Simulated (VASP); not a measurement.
Given:

```xyz
2
Lattice="1.1149 -1.9310 0.0000 1.1149 1.9310 0.0000 0.0000 0.0000 3.5182" Properties=species:S:1:pos:R:3 pbc="T T T"
Be     1.1149     0.6437     0.8795
Be     1.1149    -0.6437     2.6386
```

The numbers are results of LDA (Ceperley-Alder, Perdew-Zunger), VASP's LDA PAW potentials (set 64) (plane waves; VASP), not measurements. Settings: 500 eV cut-off, 19×19×10 Γ-centred mesh, first-order Methfessel-Paxton smearing of 0.10 eV, potentials Be.

Q: Estimate the energy per atom (σ→0), band gap (on the k-mesh) with the smallest direct gap where there is one.

A: 
```
Property                                                     Value
------------------------  ----------------------------------------
band gap (on the k-mesh)  none (metal, semimetal or under 0.01 eV)
energy per atom (σ→0)                               -4.212 eV/atom
```

The compound is Be in the hcp structure. It was relaxed first, which changed the volume by -7 %.
